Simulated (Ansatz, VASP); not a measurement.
**Cross-check of Ge (buckled honeycomb sheet of Ge) between VASP and Ansatz**

Wanted: the spread between two codes on one cell, functional and k mesh. The structure shown is the end of the Ansatz relaxation below.

Program: Ansatz 0.2.0. Level of theory: plane waves, with VASP 6.6.1 beside it; single point at PBE. Results are calculated unless marked as measured.

**1. Set-up**

The cell holds 2 atoms: 2 Ge. Its edges and angles: a = 4.043 Å, b = 4.043 Å, c = 13.700 Å, α = 90.0°, β = 90.0°, γ = 120.0°. As first built, before any earlier steps moved the atoms (in the runner's words): own sheet built from covalent radii; start for a relaxation. Vacuum lies along c.

**2. Ansatz: relaxation, PBE**

Ansatz runs on its default PAW (the set named soft_2) files.

This run makes the geometry at which the two programs are then compared.

File input.yaml:

```yaml
crystal:
  lattice:
    - [4.0433004221, 2.935e-07, 0.0]
    - [-2.0216504653, 3.5016007339, 0.0]
    - [0.0, 0.0, 13.7]
  atoms:
    - { symbol: Ge, position: [0.3333333333, 0.6666666667, 0.5247013878] }
    - { symbol: Ge, position: [0.6666666667, 0.3333333333, 0.4752986122] }
kpoints:
  mp_grid: { grid: [7, 7, 1] }
scf:
  occupations: { method: fermi_dirac, width: 0.05 }
  max_iter: 100
hamiltonian:
  xc: pbe
relax:
  adjacent_minimum: "off"
  f_tol: 0.01
  max_steps: 60
  cell: { fix: [c, alpha, beta] }
```

Command:

```bash
$ ansatz run input.yaml --threads 4 --pin off --max-ram 10240MiB --backend cpu --events-out ev --progress --plain --runs-dir out
```

Numbers of over 12 decimals in the logs are rounded to 6 here.

Output:

```text
Engine: ansatz 0.2.0, x86_64-unknown-linux-gnu
Pseudopotentials: kind: paw
Pseudopotential: Ge, paw, valence charge 14, recommended cutoff 420 eV (normal), Ge.paw.azcp
Functional definition: PBE
  parameter kappa = 0.804
  parameter beta = 0.066725
  exchange = pbe_x(kappa = kappa, mu = beta*pi^2/3)
  correlation = pbe_c(beta = beta)
Crystal: 2 atoms, lattice volume = 193.965 Å³
Basis set: ecut = 420 eV, 3813 PW (Γ), exchange–correlation on 60×60×192 points (8 copies of the dense FFT grid, shifted against one another)
Bands: 18, of which v1, the nominal top of the filled ones, is band 14 counted from 1 (13 counted from 0)
Symmetry: 12 space group operations
Space group: P-3m1 (ITA 164), of the structure as read, at distance tolerance 5.8e-5 Å
k-points: 8 of 49
Non-local potential: Ge, projectors of the file, l = 0: 2, l = 1: 2, l = 2: 3, l = 3: 1
PAW form: soft (Blöchl's): semilocal exchange-correlation on the pseudo side does not see the compensation charge
PAW one-centre angular grid: Ge, 590 points (default); XC on 64 Gauss nodes
Initial density: superposition of atomic densities (neutral atoms: chi_scale 0, normalization atom), corrected by the library's trained network
Initial wavefunctions: pseudopotential atomic-orbital guess
Functional: x = pbe(κ = 0.804, μ = 0.219515), c = pbe(β = 0.066725)
SCF iter   1: F=—  HF=-8589.006919 eV  |F-HF|=—  |Δ(HF+E_count)|=         —  Δρ=9.60e-4  dr2=2.66e-3  ethr=1.77e-3  ⟨swp⟩=6.2  Hψ=732  notcnv=0
preconditioner: auto → Resta (q_TF=auto, 1.976 Å⁻¹)  ε∞=1.4  [insulator: Δε(μ)=0.933 eV  Ē_g=22.349 eV  σ=0.050 eV  W_gap=1.00  n_scr=26 (ndim 8)  ℏωp=14.1 eV  f_vac=0.678  D(μ)=0.00/eV (n_scr^D=0)  ε∞_Penn≈1.4  vacuum switching on, ρ_ref=3.6e-2 e/Å³]
SCF iter   2: F=—  HF=-8589.006560 eV  |F-HF|=—  |Δ(HF+E_count)|=   3.59e-4  Δρ=5.13e-4  dr2=6.03e-4  ethr=9.48e-6  ⟨swp⟩=3.0  Hψ=348  notcnv=0
SCF iter   3: F=—  HF=-8589.006837 eV  |F-HF|=—  |Δ(HF+E_count)|=   2.77e-4  Δρ=2.00e-4  dr2=4.78e-5  ethr=2.15e-6  ⟨swp⟩=2.0  Hψ=275  notcnv=0
SCF iter   4: F=—  HF=-8589.006800 eV  |F-HF|=—  |Δ(HF+E_count)|=   3.69e-5  Δρ=6.07e-5  dr2=5.70e-6  ethr=1.71e-7  ⟨swp⟩=2.0  Hψ=256  notcnv=0
SCF iter   5: F=—  HF=-8589.006797 eV  |F-HF|=—  |Δ(HF+E_count)|=   3.15e-6  Δρ=1.83e-5  dr2=3.78e-7  ethr=2.03e-8  ⟨swp⟩=2.0  Hψ=256  notcnv=0
SCF iter   6: F=-8589.006797 eV  HF=-8589.006797 eV  |F-HF|=5.28e-10  |Δ(HF+E_count)|=   2.34e-7  Δρ=2.54e-6  dr2=1.04e-8  ethr=3.57e-10  ⟨swp⟩=5.0  Hψ=544  notcnv=0
SCF 1 converged in 6 iterations: F = -8589.006797 eV  dr2 = 1.04e-8
  greatest PAW one-centre occupation: 0.998 electrons in one spin orbital (limit 2), on the Ge atom at site 1 (counted from 0), in its partial waves of l = 2
relax step   1: F+E_penalty+E_count = -8589.00679659 eV  Δ(F+E_penalty+E_count) = +0.000e0 eV  max|allowed force component| = 6.736e-3 eV/Å  Δτ_max = 0.0000 Å  P = -0.008 GPa  Ω = 193.965 Å³  fix = [c, alpha, beta]  reactions: c +0.004 GPa  (6 SCF iters, dr2 threshold 1.00e-7 eV, accepted)
Initial density: handed on by an earlier stage of this run
Initial wavefunctions: pseudopotential atomic-orbital guess (no wavefunctions were taken with the density)
iter 1 solved again at ethr=1.43e-7 eV; its pass at ethr=3.10e-3 eV (dr2=4.01e-5 eV) is discarded
SCF iter   1: F=—  HF=-8589.006791 eV  |F-HF|=—  |Δ(HF+E_count)|=         —  Δρ=3.15e-6  dr2=1.39e-8  ethr=1.43e-7  ⟨swp⟩=3.6  Hψ=1129  notcnv=0
eigensolver tolerance schedule: the retry pair's looser diagonalisation over-reported the residual by 2877.86 of it (diagonalisation noise at 0.15 of the residual, at the tolerance the schedule requests for it); recorded, not acted on — ethr = c·dr2/N_el stays at c = 1.0e-1
preconditioner: auto → Resta (q_TF=auto, 1.976 Å⁻¹)  ε∞=1.4  [insulator: Δε(μ)=0.945 eV  Ē_g=22.378 eV  σ=0.050 eV  W_gap=1.00  n_scr=26 (ndim 8)  ℏωp=14.1 eV  f_vac=0.675  D(μ)=0.00/eV (n_scr^D=0)  ε∞_Penn≈1.4  vacuum switching on, ρ_ref=3.6e-2 e/Å³]
SCF iter   2: F=—  HF=-8589.006797 eV  |F-HF|=—  |Δ(HF+E_count)|=   5.98e-6  Δρ=1.38e-6  dr2=2.62e-9  ethr=4.97e-11  ⟨swp⟩=3.0  Hψ=341  notcnv=0
SCF iter   3: F=—  HF=-8589.006797 eV  |F-HF|=—  |Δ(HF+E_count)|=   1.15e-9  Δρ=7.62e-7  dr2=9.76e-10  ethr=9.35e-12  ⟨swp⟩=2.0  Hψ=252  notcnv=0
SCF iter   4: F=—  HF=-8589.006797 eV  |F-HF|=—  |Δ(HF+E_count)|=   2.61e-9  Δρ=2.64e-7  dr2=6.60e-11  ethr=3.49e-12  ⟨swp⟩=2.0  Hψ=256  notcnv=0
SCF iter   5: F=-8589.006797 eV  HF=-8589.006797 eV  |F-HF|=2.00e-11  |Δ(HF+E_count)|=  6.55e-11  Δρ=8.69e-8  dr2=6.07e-12  ethr=1.00e-12  ⟨swp⟩=6.0  Hψ=649  notcnv=0
SCF 2 converged in 5 iterations: F = -8589.006797 eV  dr2 = 6.07e-12
relax step   2: F+E_penalty+E_count = -8589.00679660 eV  Δ(F+E_penalty+E_count) = -8.284e-9 eV  max|allowed force component| = 6.762e-3 eV/Å  Δτ_max = 0.0000 Å  P = -0.008 GPa  Ω = 193.965 Å³  fix = [c, alpha, beta]  reactions: c +0.004 GPa  stress off target by 1.41e-2 GPa on what of the cell is left free  SCF on the basis re-selected at this cell (its energy is not comparable with the rows above)  (5 SCF iters)
basis re-selected at this cell: Δ(F+E_penalty+E_count) = -8.284e-9 eV, ΔP = +0.000 GPa vs the last step (what re-selecting the basis moved, of the pressure what is left beyond the Pulay correction that the steps carried, after the strain that the cell walked since its last selection, with what the two solves' SCF thresholds leave and, on support functions, any second-order correction that the steps lacked; it is no m [...]
SCF converged after 5 iterations
Free energy (F): -8589.006797 eV
Harris-Foulkes:  -8589.006797 eV  (|F-HF|=2.00e-11)
Internal energy: -8589.006787 eV  (E = F + TS)
E sigma→0 (E₀):  -8589.006792 eV
Entropy (-TS):   -0.000009 eV (-0.005 meV/atom)
Fermi energy:    -1.484680 eV
--- Per-component energies (eV) ---
  E_band       = -568.342685
  E_kinetic    = 220.010289
  E_local      = -13093.230351  (includes V_loc(G=0)·N_el)
  E_nonlocal   = 834.305761
  E_hartree    = 6108.962323
  E_xc         = -149.443470
  E_vxc        = -126.704759  (∫ρ·V_xc dr)
  E_paw        = -4036.851864  (= ΣΔE_a)
  E_vpaw       = -620.649142  (= ΣTr[D̂ρ^β])
  E_aug_tail   = 0.000633  (compensation charges beyond the density's cutoff)
  E_ewald      = 1527.239891
  E_smearing   = -0.000009  (= −TS)
  E_closure    = 0.000000  (closes the sum)
  Σ components = -8589.006797   (vs F -8589.006797, Δ=0.00e0)
--- Forces (eV/Å), atoms counted from 1 ---
  atom   1  Ge    -0.00000000     0.00000000     0.00676181
  atom   2  Ge     0.00000000    -0.00000000    -0.00676181
  max |Σ_I F_I| component: 9.25e-18 eV/Å
--- Stress (GPa, compression-positive) ---
       -0.014120      -0.000000      -0.000000
       -0.000000      -0.014120       0.000000
       -0.000000      -0.000000       0.004179
  P = ⅓ Tr σ = -0.0080 GPa (-0.080 kbar)
--- Relaxed structure (1 steps of the walk, 1 accepted, 1 SCFs on fresh bases) ---
  F+E_penalty+E_count = -8589.00679660 eV   max|allowed force component| = 6.762e-3 eV/Å   (the final SCF, on the basis selected at the relaxed cell)
  cell:  # Å, volume = 193.9649 Å³
    - [4.043300, 2.9354130627137326e-7, 0.0]
    - [-2.021650, 3.501601, 0.0]
    - [0.0, 0.0, 13.7]
  atoms:
    - { symbol: Ge, position: [0.333333, 0.666667, 0.524701] }
    - { symbol: Ge, position: [0.666667, 0.333333, 0.475299] }
```

**3. VASP: single point, PBE, pair 1**

The same cell, functional, mesh and smearing now go to VASP, with its own data sets.

Lines of VASP's logs that name or quote its potential files are left out, and so is its time.

File INCAR:

```
SYSTEM = Ge
PREC = Accurate
ENCUT = 500
EDIFF = 1E-06
NELM = 120
ISMEAR = -1
SIGMA = 0.05
LREAL = .FALSE.
ALGO = Normal
GGA = PE
NBANDS = 20
LORBIT = 11
LWAVE = .FALSE.
LCHARG = .FALSE.
ISIF = 2
LASPH = .TRUE.
GGA_COMPAT = .FALSE.
EFERMI = MIDGAP
```

File POSCAR:

```
Ge
1.0
    4.0433004221      0.0000002935      0.0000000000
   -2.0216504653      3.5016007339      0.0000000000
    0.0000000000      0.0000000000     13.7000000000
Ge
2
Direct
    0.3333333333      0.6666666667      0.5247013878
    0.6666666667      0.3333333333      0.4752986122
```

File KPOINTS:

```
Automatic mesh
0
Gamma
7 7 1
0 0 0
```

The projector-augmented-wave data sets are Ge_d (PBE family, release 64).

Command:

```bash
$ mpirun -np 1 vasp_std
```

Output:

```text
[banner, memory and clock lines left out]
running    1 mpi-ranks, on    1 nodes
 distrk:  each k-point on    1 cores,    1 groups
 distr:  one band on    1 cores,    1 groups

 POSCAR found type information on POSCAR Ge
 POSCAR found :  1 types and       2 ions
 LDA part: xc-table for (Slater+PW92), standard interpolation
 POSCAR, INCAR and KPOINTS ok, starting setup
 FFT: planning ... GRIDC
 FFT: planning ... GRID_SOFT
 FFT: planning ... GRID
 WAVECAR not read
 entering main loop
       N       E                     dE             d eps       ncg     rms          rms(c)
DAV:   1     0.183784917661E+03    0.18378E+03   -0.14814E+04   360   0.187E+03
DAV:   2     0.169012057915E+02   -0.16688E+03   -0.16401E+03   360   0.427E+02
DAV:   3    -0.726405065315E+01   -0.24165E+02   -0.24038E+02   412   0.137E+02
DAV:   4    -0.819657636392E+01   -0.93253E+00   -0.93209E+00   404   0.315E+01
DAV:   5    -0.823440423207E+01   -0.37828E-01   -0.37827E-01   436   0.622E+00    0.288E+00
DAV:   6    -0.813955541263E+01    0.94849E-01   -0.51024E-02   396   0.310E+00    0.169E+00
DAV:   7    -0.807515542167E+01    0.64400E-01   -0.14541E-01   400   0.394E+00    0.175E-01
DAV:   8    -0.807568382726E+01   -0.52841E-03   -0.24337E-02   368   0.212E+00    0.926E-02
DAV:   9    -0.807410909576E+01    0.15747E-02   -0.21261E-03   452   0.421E-01    0.467E-02
DAV:  10    -0.807357219827E+01    0.53690E-03   -0.25641E-04   440   0.922E-02    0.280E-02
DAV:  11    -0.807328176950E+01    0.29043E-03   -0.37385E-04   404   0.669E-02    0.212E-02
DAV:  12    -0.807355796608E+01   -0.27620E-03   -0.21282E-04   288   0.530E-02    0.782E-03
DAV:  13    -0.807382594999E+01   -0.26798E-03   -0.15456E-05   308   0.280E-02    0.549E-03
DAV:  14    -0.807422010366E+01   -0.39415E-03   -0.39152E-05   292   0.225E-02    0.177E-03
DAV:  15    -0.807427506590E+01   -0.54962E-04   -0.46534E-06   280   0.103E-02    0.961E-04
DAV:  16    -0.807428997106E+01   -0.14905E-04   -0.71610E-07   316   0.458E-03    0.289E-04
DAV:  17    -0.807429209318E+01   -0.21221E-05   -0.85746E-08   276   0.231E-03    0.150E-04
DAV:  18    -0.807429234143E+01   -0.24825E-06   -0.12934E-08   276   0.112E-03
   1 F= -.80742923E+01 E0= -.80742876E+01  d E =-.944736E-05
```

OUTCAR, selected parts (step 3):

```text
ion  position               nearest neighbor table
   1  0.333  0.667  0.525-   2 2.43   2 2.43   2 2.43
   2  0.667  0.333  0.475-   1 2.43   1 2.43   1 2.43

  LATTYP: Found a hexagonal cell.
 ALAT       =     4.0433004221
 C/A-ratio  =     3.3883210669

 Subroutine GETGRP returns: Found 12 space group operations
 (whereof 12 operations were pure point group operations)

The static configuration has the point symmetry D_3d.

 Found      8 irreducible k-points:

   k-points           NKPTS =      8   k-points in BZ     NKDIM =      8   number of bands    NBANDS=     20

   dimension x,y,z NGX =    30 NGY =   30 NGZ =  100
   dimension x,y,z NGXF=    60 NGYF=   60 NGZF=  200

   ENCUT  =  500.0 eV  36.75 Ry    6.06 a.u.   7.37  7.37 24.98*2*pi/ulx,y,z

   NELECT =      28.0000    total number of electrons

 k-points in reciprocal lattice and weights: Automatic mesh
   0.00000000  0.00000000  0.00000000       0.020
   0.14285714 -0.00000000  0.00000000       0.122
   0.28571429 -0.00000000  0.00000000       0.122
   0.42857143 -0.00000000  0.00000000       0.122
   0.14285714  0.14285714  0.00000000       0.122
   0.28571429  0.14285714  0.00000000       0.245
   0.42857143  0.14285714  0.00000000       0.122
   0.28571429  0.28571429  0.00000000       0.122

 average (electrostatic) potential at core
       1 -81.3843       2 -81.3843

 E-fermi :  -2.3259

 k-point     1 :       0.0000    0.0000    0.0000
  band No.  band energies     occupation
    ...
     10     -26.5785      2.00000
     11     -13.5886      2.00000
     12      -5.8324      2.00000
     13      -2.8098      1.99987
     14      -2.8098      1.99987
     15      -1.8686      0.00021
     16      -0.0031      0.00000
     17       1.5350      0.00000
     18       1.5350      0.00000
     19       2.1910      0.00000
    ...

 k-point     2 :       0.1429   -0.0000    0.0000
  band No.  band energies     occupation
    ...
     10     -26.5598      2.00000
     11     -13.3672      2.00000
     12      -6.1291      2.00000
     13      -4.2740      2.00000
     14      -3.2153      2.00000
     15      -0.4510      0.00000
     16       0.0790      0.00000
     17       1.5371      0.00000
     18       2.3168      0.00000
     19       2.3725      0.00000
    ...

 k-point     3 :       0.2857   -0.0000    0.0000
  band No.  band energies     occupation
    ...
     10     -26.5363      2.00000
     11     -12.7222      2.00000
     12      -7.7295      2.00000
     13      -4.3158      2.00000
     14      -3.8756      2.00000
     15      -0.7431      0.00000
     16      -0.0337      0.00000
     17       2.1250      0.00000
     18       3.1132      0.00000
     19       3.5071      0.00000
    ...

  Total       -0.0576234     -0.0576234     -0.0216805      0.0000000      0.0000000      0.0000000
  in kB       -0.4759774     -0.4759774     -0.1790843      0.0000000      0.0000000      0.0000000
  external PRESSURE =      -0.3770130 kB  Pullay stress =       0.0000000 kB

  energy-cutoff  :      500.00
  volume of cell :      193.96
      direct lattice vectors                 reciprocal lattice vectors
     4.043300422  0.000000293  0.000000000     0.247322695  0.142791849  0.000000000
    -2.021650465  3.501600734  0.000000000    -0.000000021  0.285583661  0.000000000
     0.000000000  0.000000000 13.700000000     0.000000000  0.000000000  0.072992701

 POSITION                                       TOTAL-FORCE (eV/Angst)
 -----------------------------------------------------------------------------------
     -0.00000      2.33440      7.18841        -0.000000      0.000000      0.010231
      2.02165      1.16720      6.51159         0.000000     -0.000000     -0.010231
 -----------------------------------------------------------------------------------
    total drift:                                0.000000      0.000000      0.000000

  FREE ENERGIE OF THE ION-ELECTRON SYSTEM (eV)
  ---------------------------------------------------
  free  energy   TOTEN  =        -8.0742923414 eV

  energy  without entropy=       -8.0742828941  energy(sigma->0) =       -8.07428762

 total charge
# of ion       s       p       d       tot
------------------------------------------
    1        1.180   1.138  10.005  12.322
    2        1.180   1.138  10.005  12.322
--------------------------------------------------
tot          2.360   2.276  20.009  24.644

[... 3 further parts left out ...]
```

**4. Side by side**

Known differences besides the potentials themselves: the cutoff is 420 eV in Ansatz and 500 eV in VASP; Ansatz's pressure holds a Pulay correction, VASP's none. Total energies have different zeros and are not compared.

Compared:

| quantity | Ansatz | VASP | difference |
| --- | --- | --- | --- |
| pressure (GPa) | -0.01 | -0.04 | +0.03 |
| gap on the k mesh (eV) | 0.945 | 0.941 | +0.004 |

At this near-relaxed geometry the largest component of a force difference is 3 meV/Å. A gap on the mesh is an upper bound, since the band edges may lie between its points. With vacuum in the cell, a pressure given here is an average over mostly empty space and none of the material.

**5. Ansatz: relaxation, PBE**

This run makes the geometry at which the two programs are then compared.

The structure compared here is the end of the Ansatz relaxation.

File input.yaml:

```yaml
crystal:
  lattice:
    - [3.976179, 0.0, 0.0]
    - [-1.98809, 3.443472, 0.0]
    - [0.0, 0.0, 13.7]
  atoms:
    - { symbol: Ge, position: [0.33333333, 0.66666667, 0.52554745] }
    - { symbol: Ge, position: [0.66666667, 0.33333333, 0.47445255] }
kpoints:
  mp_grid: { grid: [5, 5, 1] }
scf:
  occupations: { method: fermi_dirac, width: 0.05 }
  max_iter: 100
hamiltonian:
  xc: pbe
relax:
  adjacent_minimum: "off"
  f_tol: 0.05
  max_steps: 40
  cell: { fix: [c, alpha, beta] }
```

Command:

```bash
$ ansatz run input.yaml --threads 4 --pin off --max-ram 10240MiB --backend cpu --events-out ev --progress --plain --runs-dir out
```

Output:

```text
[...]
Crystal: 2 atoms, lattice volume = 187.578 Å³
Basis set: ecut = 420 eV, 3657 PW (Γ), exchange–correlation on 54×54×192 points (8 copies of the dense FFT grid, shifted against one another)
Bands: 18, of which v1, the nominal top of the filled ones, is band 14 counted from 1 (13 counted from 0)
[... 1 set-up line as in the run before ...]
[...]
k-points: 5 of 25
[...]
-0.000000       0.032300      -0.000000
       -0.000000       0.000000       0.007254
  P = ⅓ Tr σ = 0.0240 GPa (0.240 kbar)
--- Relaxed structure (3 steps of the walk, 3 accepted, 1 SCFs on fresh bases) ---
[...]
cell:  # Å, volume = 193.9649 Å³
    - [4.043300, 2.9354822737748066e-7, 0]
    - [-2.021650, 3.501601, 0]
    - [0, 0, 13.7]
  atoms:
    - { symbol: Ge, position: [0.333333, 0.666667, 0.524701] }
    - { symbol: Ge, position: [0.666667, 0.333333, 0.475299] }
[key lines of the parts left out:]
SCF converged after 7 iterations
Free energy (F): -8588.953307 eV
Fermi energy:    -1.481851 eV
```

**6. VASP: single point, PBE, pair 2**

The same cell, functional, mesh and smearing now go to VASP, with its own data sets.

INCAR is that of step 3.

POSCAR is that of step 3.

File KPOINTS:

```
Automatic mesh
0
Gamma
5 5 1
0 0 0
```

Command:

```bash
$ mpirun -np 1 vasp_std
```

Output:

```text
[... set-up lines as in an earlier step ...]
 entering main loop
       N       E                     dE             d eps       ncg     rms          rms(c)
DAV:   1     0.190587325577E+03    0.19059E+03   -0.14824E+04   220   0.193E+03
DAV:   2     0.193380575384E+02   -0.17125E+03   -0.16668E+03   212   0.440E+02
DAV:   3    -0.690039306335E+01   -0.26238E+02   -0.26167E+02   244   0.146E+02
DAV:   4    -0.812820816395E+01   -0.12278E+01   -0.12271E+01   248   0.343E+01
[...]
DAV:  15    -0.802068533115E+01   -0.61032E-04   -0.62064E-06   180   0.100E-02    0.116E-03
DAV:  16    -0.802069756523E+01   -0.12234E-04   -0.75735E-07   184   0.452E-03    0.337E-04
DAV:  17    -0.802069834071E+01   -0.77548E-06   -0.47151E-08   188   0.219E-03
   1 F= -.80206983E+01 E0= -.80206884E+01  d E =-.198595E-04
```

From OUTCAR (step 6):

```text
  Total       -0.0028713     -0.0028713     -0.0188893      0.0000000      0.0000000      0.0000000
  in kB       -0.0237172     -0.0237172     -0.1560285      0.0000000      0.0000000      0.0000000
  external PRESSURE =      -0.0678210 kB  Pullay stress =       0.0000000 kB

 POSITION                                       TOTAL-FORCE (eV/Angst)
 -----------------------------------------------------------------------------------
     -0.00000      2.33440      7.18841         0.000000      0.000000      0.016378
      2.02165      1.16720      6.51159        -0.000000     -0.000000     -0.016378
 -----------------------------------------------------------------------------------
    total drift:                                0.000000      0.000000      0.000000

  FREE ENERGIE OF THE ION-ELECTRON SYSTEM (eV)
  ---------------------------------------------------
  free  energy   TOTEN  =        -8.0206983407 eV

  energy  without entropy=       -8.0206784812  energy(sigma->0) =       -8.02068841

[... 1 part as in an earlier step ...]

[... 2 further parts left out ...]
[key lines of the parts left out:]
E-fermi :  -2.3229
```

**7. Side by side**

Compared:

| quantity | Ansatz | VASP | difference |
| --- | --- | --- | --- |
| pressure (GPa) | 0.02 | -0.01 | +0.03 |
| gap on the k mesh (eV) | 0.939 | 0.934 | +0.005 |

At this near-relaxed geometry the largest component of a force difference is 4 meV/Å. A gap on the mesh is an upper bound, since the band edges may lie between its points. With vacuum in the cell, a pressure given here is an average over mostly empty space and none of the material.

**8. Results**

| Item | Value |
| --- | --- |
| difference in gap on the k mesh (single point, PBE, pair 1) | 0.0042 eV |
| difference in gap on the k mesh (single point, PBE, pair 2) | 0.0045 eV |

What this shows: The difference in gap on the k mesh is 0.0045 eV (single point, PBE, pair 2), within the 0.08 eV picked in this series as the mark of a large difference. Such differences can come from data sets, numerical settings and the points named under the comparisons, not from the functional's error against experiment.

[Lines on the potential files, build, host, timing and source positions are cut from VASP's logs without a mark.]

[Logs are printed without paths, hosts, clocks, repeated set-up lines and the standing remarks that a program may print on its own settings, such as how far it seeks lower states.]

[Hosts, paths, dates, database ids (printed as entryN), source tags and the programs' standing remarks are cut or masked in the printed files.]
